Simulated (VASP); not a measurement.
Here is a VASP 6.6.1 calculation.

The input INCAR:

```
ALGO     = Normal         # electronic algorithm
EDIFF    = 1E-5           # SCF threshold, eV
ENCUT    = 450            # plane-wave cutoff, eV
GGA      = PS             # functional
ISIF     = 2              # what is computed and relaxed
ISMEAR   = 0              # smearing method
ISPIN    = 2              # spin polarisation
ISYM     = 0            
KPAR     = 4            
LASPH    = True           # aspherical terms in the spheres
LCHARG   = False          # write CHGCAR
LDAU     = True           # DFT+U
LDAUJ    = 0 0 0        
LDAUL    = 2 -1 -1        # shell
LDAUPRINT= 1            
LDAUTYPE = 2            
LDAUU    = 4 0 0          # U, eV
LMAXMIX  = 4              # l up to which the mixer works
LORBIT   = 11             # projections on sites
LREAL    = Auto         
LWAVE    = False          # write WAVECAR
MAGMOM   = 2 0 0 0 0 0 0 0 0 0 0 0 0 0 0 0 0 0 0 0 0 0 0 0 0 0 0 0 0 0 0 0 # initial moments
NBANDS   = 93             # bands
NELM     = 120            # most SCF steps
NUPDOWN  = 2              # fixed moment
PREC     = Accurate       # precision mode
SIGMA    = 0.03           # smearing width, eV
```

The input KPOINTS:

```
k-points
0
Gamma
  4 4 2
```

The input POSCAR:

```
Al15CoN16                               
1.0
    6.2200008610      0.0000000000      0.0000000000
   -3.1100004305      5.3866787572      0.0000000000
    0.0000000000      0.0000000000      9.9600000000
  Co              Al              N             
     1    15    16
Direct
     0.3347336940401443    0.1677450543209002    0.0020303404667590
     0.3338702708087025    0.1670308890221292    0.4992128747003385
     0.3372740824188699    0.6688215054038185    0.0025294420077130
     0.3344704459782102    0.6671625670947322    0.5004180786774337
     0.8330828131134288    0.1653499363307558    0.0023326531515144
     0.8337563870806194    0.1667965770978786    0.5004930338620766
     0.8335570513888769    0.6689739384284413    0.0022617405180556
     0.8342538290775317    0.6674034430080813    0.5004631443781298
     0.1666485482812472    0.3339489958250196    0.2514005718206485
     0.1672475414577860    0.3344513881215140    0.7488866775780549
     0.1671068254513372    0.8334725577970638    0.2513257336923528
     0.1676185379342625    0.8345304767328575    0.7488261447076591
     0.6670427437035732    0.3340889148218684    0.2513982971380935
     0.6673652387614563    0.3345746911375470    0.7486420548441979
     0.6673910955751585    0.8340007391975734    0.2515508706635651
     0.6673092889715647    0.8343885853793745    0.7502117978099802
     0.3332817865737605    0.1670395876802473    0.1985867587828986
     0.3339891448709544    0.1678333144554312    0.6904806988805526
     0.3342172807681419    0.6672947975262192    0.1924434141703502
     0.3349842413197793    0.6681862932529550    0.6906461977566849
     0.8334806010879888    0.1672596722036061    0.1922991993881357
     0.8334330855000419    0.1667828336739061    0.6907463884924077
     0.8339080233911740    0.6673435067475564    0.1922538285500528
     0.8338041553171558    0.6684025441910227    0.6906864591162811
     0.1666809814809187    0.3341731290288671    0.4421871522989821
     0.1638841267668255    0.3382135273830809    0.9394164686855022
     0.1671496083096814    0.8327576145520483    0.4421274526684248
     0.1644139203489351    0.8266398276736353    0.9393379356035001
     0.6681738815408501    0.3343049152122042    0.4422467545276881
     0.6757357400097946    0.3384285322204533    0.9390372294703266
     0.6675610546330187    0.8337969405129814    0.4415387977480726
     0.6680739740381958    0.8343867039662113    0.9415638078435747
```

Potentials or basis: VASP PAW PBE potentials, release 64 (Co, Al, N).

Launch:

```console
$ cat potpaw_PBE.64/Co/POTCAR potpaw_PBE.64/Al/POTCAR potpaw_PBE.64/N/POTCAR > POTCAR
$ mpirun -np 4 vasp_std > vasp.out
```

Problem. Predict the largest force.

Solution. 0.109 eV/Å.

Eigenvalues of the final occupation matrices:
| site | spin | trace | eigenvalues |
| --- | --- | --- | --- |
| site 1 d | 1 | 4.70 | 0.91 0.91 0.95 0.97 0.97 |
| site 1 d | 2 | 2.57 | 0.21 0.22 0.22 0.96 0.96 |

Caveat: the PAW data sets were made with another functional, which shifts forces and pressure a little; the total moment is fixed, so each spin has its own Fermi level. The state reached can hang on the start; a lower one may exist.
